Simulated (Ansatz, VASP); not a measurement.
# Ru (Ruthenium): VASP beside Ansatz, part 2 of 2

Aim: how closely do two programs agree when they are given the same cell, functional and k mesh? The cell is taken from a series of runs on this material, whose earlier steps may have relaxed, scaled, displaced or heated it; both programs get it as it stands.

VASP 6.6.1 and Ansatz 0.2.0.

So far: Set-up; VASP: zone-centre phonons, LDA.

## (3) Ansatz: zone-centre phonons, LDA

Level of this step: Ansatz beside VASP: Kohn-Sham DFT, plane waves, LDA (Ansatz).

Ansatz runs on its PAW soft_1 files.

The same cell, functional (in two slightly different forms), mesh and smearing now go to Ansatz, which takes its cutoff from its data sets.

input.yaml reads:

```yaml
crystal:
  lattice:
    - [2.6481553779, 0.0, 0.0]
    - [-1.324077689, 2.2933698304, 0.0]
    - [0.0, 0.0, 4.2480212547]
  atoms:
    - { symbol: Ru, position: [0.3333333333, 0.6666666667, 0.25] }
    - { symbol: Ru, position: [0.6666666667, 0.3333333333, 0.75] }
kpoints:
  mp_grid: { grid: [18, 18, 12] }
hamiltonian:
  xc: lda
  pseudopotentials: { kind: paw, azcp: { folder: soft_1 }, xc_functional: pbe }
scf:
  occupations: { method: methfessel_paxton, width: 0.2 }
output:
  eigenvalues: true
phonons:
  method: dfpt
```

Launch:

```bash
$ ansatz run input.yaml --threads 4 --pin off --max-ram 10240MiB --backend cpu --events-out ev --progress --plain --runs-dir out
```

Numbers of over 12 decimals in the logs are rounded to 6 here.

Output:

```text
zone centre: on kpoints.mp_grid the ground state, and the responses unless they are solved on pairs of k-points, stand on 637 of the mesh's 3888 k-points, reduced under 4 symmetry operations, with k and −k counted as one. Each operation leaves every solved displacement unchanged or reverses it
Engine: ansatz 0.2.0, aarch64-unknown-linux-gnu
Pseudopotentials: kind: paw
Pseudopotential: Ru, paw, valence charge 16, recommended cutoff 420 eV (normal), soft_1/Ru.paw.azcp
Functional definition: SPW92
  exchange = slater_x
  correlation = pw_c
Crystal: 2 atoms, lattice volume = 25.799 Å³
Basis set: ecut = 420 eV, 537 PW (Γ), exchange–correlation on 36×36×60 points (8 copies of the dense FFT grid, shifted against one another)
Bands: 20, of which v1, the nominal top of the filled ones, is band 16 counted from 1 (15 counted from 0)
Symmetry: 24 space group operations
k-points: 637 of 3888 (irreducible under 4 space group operations, time reversal used)
Non-local potential: Ru, projectors of the file, l = 0: 3, l = 1: 2, l = 2: 2, l = 3: 1
PAW form: soft (Blöchl's): semilocal exchange-correlation on the pseudo side does not see the compensation charge
PAW frozen core: Ru, regenerated for the run's functional, and the local potential with it (the file was generated under x = pbe(κ = 0.804, μ = 0.219515), c = pbe(β = 0.066725))
PAW one-centre angular grid: Ru, 590 points (default); XC on 64 Gauss nodes
Initial density: superposition of atomic densities (chi_scale 0.1, normalization cell)
Initial wavefunctions: pseudopotential atomic-orbital guess
Functional: x = slater, c = lda
SCF iter   1: F=—  HF=-11518.107087 eV  |F-HF|=—  |Δ(HF+E_count)|=         —  Δρ=1.31e-1  dr2=4.12e0  ethr=3.10e-3  ⟨swp⟩=5.0  Hψ=111530  notcnv=0  defer=67
automatic band count: the SCF goes on with 24 bands, as 20 were too few: they end inside the smearing window of the response
preconditioner: auto → none  [metal: Δε(μ)=0.009 eV  Ē_g=12.074 eV  σ=0.200 eV  W_gap=0.04  n_scr=8 (ndim 8)  ℏωp=29.2 eV  f_vac=0.000  D(μ)=1.40/eV (n_scr^D=22)  sad-step TF]
SCF iter   2: F=—  HF=-11517.100873 eV  |F-HF|=—  |Δ(HF+E_count)|=    1.01e0  S|Δr|=    0.00e0  Δρ=7.37e-2  dr2=1.28e0  ethr=3.10e-3  ⟨swp⟩=2.8  Hψ=29199  notcnv=0  defer=1817
SCF iter   3: F=—  HF=-11516.651064 eV  |F-HF|=—  |Δ(HF+E_count)|=   4.50e-1  S|Δr|=    0.00e0  Δρ=3.69e-3  dr2=1.77e-3  ethr=3.10e-3  ⟨swp⟩=2.0  Hψ=21695  notcnv=0  defer=1817
SCF iter   4: F=—  HF=-11516.651675 eV  |F-HF|=—  |Δ(HF+E_count)|=   6.11e-4  S|Δr|=    0.00e0  Δρ=4.18e-4  dr2=1.74e-5  ethr=5.54e-6  ⟨swp⟩=2.6  Hψ=30234  notcnv=0  defer=1675
SCF iter   5: F=—  HF=-11516.651685 eV  |F-HF|=—  |Δ(HF+E_count)|=   9.68e-6  S|Δr|=    0.00e0  Δρ=1.26e-4  dr2=2.29e-6  ethr=5.45e-8  ⟨swp⟩=2.3  Hψ=22355  notcnv=0  defer=1675
SCF iter   6: F=—  HF=-11516.651683 eV  |F-HF|=—  |Δ(HF+E_count)|=   1.08e-6  S|Δr|=    0.00e0  Δρ=2.51e-5  dr2=8.15e-8  ethr=7.15e-9  ⟨swp⟩=2.3  Hψ=22901  notcnv=0  defer=1675
SCF iter   7: F=—  HF=-11516.651683 eV  |F-HF|=—  |Δ(HF+E_count)|=   3.33e-8  S|Δr|=    0.00e0  Δρ=2.13e-6  dr2=7.24e-10  ethr=2.55e-10  ⟨swp⟩=2.7  Hψ=24336  notcnv=0  defer=1675
SCF iter   8: F=-11516.651683 eV  HF=-11516.651683 eV  |F-HF|=7.28e-12  |Δ(HF+E_count)|=  7.28e-12  S|Δr|=    0.00e0  Δρ=1.47e-7  dr2=4.16e-12  ethr=1.00e-12  ⟨swp⟩=9.0  Hψ=89167  notcnv=0
SCF 1 converged in 8 iterations: F = -11516.651683 eV  dr2 = 4.16e-12
  greatest PAW one-centre occupation: 1.000 electrons in one spin orbital (limit 2), on the Ru atom at site 1 (counted from 0), in its partial waves of l = 0
DFPT response loops at Γ: preconditioner auto → Kerker (q_TF=auto, 2.828 Å⁻¹) (partly filled bands, converged f_vac=0.000); β = 1.00, the filter's whole step (`scf.mixing.beta` (0.50) is not read by the response loops under this deck's `scf.mixing.preconditioner`; to damp them name `kerker` or `kerker_dos`, under which they read `scf.mixing.beta`, and type it under 1.00, their step now; both keys bind the ground state too); Broyden in place of MSR1
SCF converged after 8 iterations
Stability not checked: this state was not tested for a lower state beside it, because cold or Methfessel-Paxton smearing, or corrected tetrahedra, fill the levels in a way that the test cannot read (fill_not_monotonic; see scf.lower_state_search)
Free energy (F): -11516.651683 eV
Harris-Foulkes:  -11516.651683 eV  (|F-HF|=7.28e-12)
Internal energy: -11516.652014 eV  (E = F + TS)
E sigma→0 (E₀):  -11516.651766 eV
Entropy (-TS):   0.000330 eV (0.165 meV/atom)
Fermi energy:    24.516504 eV
Step filling:    the computed levels leave a gap of 0.0000 eV = 0.0 smearing widths at the electron count; against every level under it full and every level over it empty, smearing changes F+E_penalty+E_count by +0.288 meV and its σ→0 estimate by +0.206 meV
--- Per-component energies (eV) ---
  E_band       = -77.779326
  E_kinetic    = 925.264432
  E_local      = -2442.128619  (includes V_loc(G=0)·N_el)
  E_nonlocal   = 836.155821
  E_hartree    = 806.574575
  E_xc         = -340.291604
  E_vxc        = -431.930471  (∫ρ·V_xc dr)
  E_paw        = -6763.951961  (= ΣΔE_a)
  E_vpaw       = -578.290837  (= ΣTr[D̂ρ^β])
  E_aug_tail   = 0.001074  (compensation charges beyond the density's cutoff)
  E_ewald      = -4539.419100
  E_core_change = 1.143369  (= ΣΔE_core)
  E_smearing   = 0.000330  (= −TS)
  E_closure    = -0.000000  (closes the sum)
  Σ components = -11516.651683   (vs F -11516.651683, Δ=0.00e0)
--- Band table (eV; the first three rows and the last of 637) ---
  k-point 0: bands = [... 12 lower, 21.7449, 22.4148, 22.4148, 23.1196, 23.1196, 25.6908, 25.8065, 25.8065, ... 4 higher]
  k-point 1: bands = [... 12 lower, 21.7054, 22.3682, 22.3682, 23.2284, 23.2284, 25.4238, 25.8102, 25.8102, ... 4 higher]
  k-point 2: bands = [... 12 lower, 21.5964, 22.2415, 22.2415, 23.5097, 23.5097, 24.7284, 25.8060, 25.8060, ... 4 higher]
  k-point 636: bands = [... 12 lower, 21.6913, 21.6913, 23.0700, 23.0700, 26.3275, 26.3275, 29.9265, 29.9265, ... 4 higher]
--- Phonons (Γ-DFPT): 2 representative perturbations + reference, on 637 of 3888 k-points (Σ response iterations 6) ---
  k mesh reduced under 4 symmetry operations, with k and −k counted as one. Each operation leaves every solved displacement unchanged or reverses it
  ASR residual: 1.314e-4 → 0.000e0 eV/Å²; symmetrization residual: 8.809e-10 eV/Å²
  ASR residual per site (eV/Å²): 1.31e-4 1.31e-4
  Γ frequencies (cm⁻¹): 0.00 0.00 0.00 211.65 211.65 276.21
  non-analytic LO–TO correction: not included (Born effective charges unavailable; polar crystals: no LO–TO splitting at Γ)
```

The column dr2 measures how far the density is from self-consistency, as an energy; F and HF (Harris–Foulkes) agree once it is small.

## (4) Comparison

Known differences besides the potentials themselves: the data sets hold 32 valence electrons in Ansatz (on its PAW soft_1 files) and 28 in VASP; the cutoff is 420 eV in Ansatz and 500 eV in VASP; VASP's log shows a relativistic correction to its local exchange, Ansatz's none. Total energies have different zeros and are not compared.

The two programs side by side:

| quantity | Ansatz | VASP | difference |
| --- | --- | --- | --- |
| optical mode 1 to 2 (cm⁻¹) | 211.7 | 211.7 | -0.01 % |
| optical mode 3 (cm⁻¹) | 276.2 | 278.1 | -0.69 % |

Modes are paired by rising frequency, not by their patterns, so a pair may set unlike modes beside each other; they are those without the splitting of longitudinal modes.

## (5) What came out

```yaml
r_m_s_difference_of_the_optical_zone_centre_modes_each_program_s_sorted_by_frequency_zone_centre_phonons_lda: 1.1 cm⁻¹
difference_in_optical_mode_3_zone_centre_phonons_lda: -0.7 %
```

**Reading.** The r.m.s. difference of the optical zone-centre modes, each program's sorted by frequency is 1.1 cm⁻¹ (zone-centre phonons, LDA). The data sets hold unlike numbers of valence electrons (32 in Ansatz and 28 in VASP), so part of the differences comes from the potentials. Among the rows given in per cent, the largest difference of the zone-centre phonons, LDA pair is in optical mode 3, -0.7 %. Such differences can come from data sets, numerical settings and the points named under the comparisons, not from the functional's error against experiment.

[Lines on the potential files, build, host, timing and source positions are cut from VASP's logs without a mark.]

[Logs are printed without paths, hosts, clocks, repeated set-up lines and the standing remarks that a program may print on its own settings, such as how far it seeks lower states.]

[Hosts, paths, dates, database ids (printed as entryN), source tags and the programs' standing remarks are cut or masked in the printed files.]
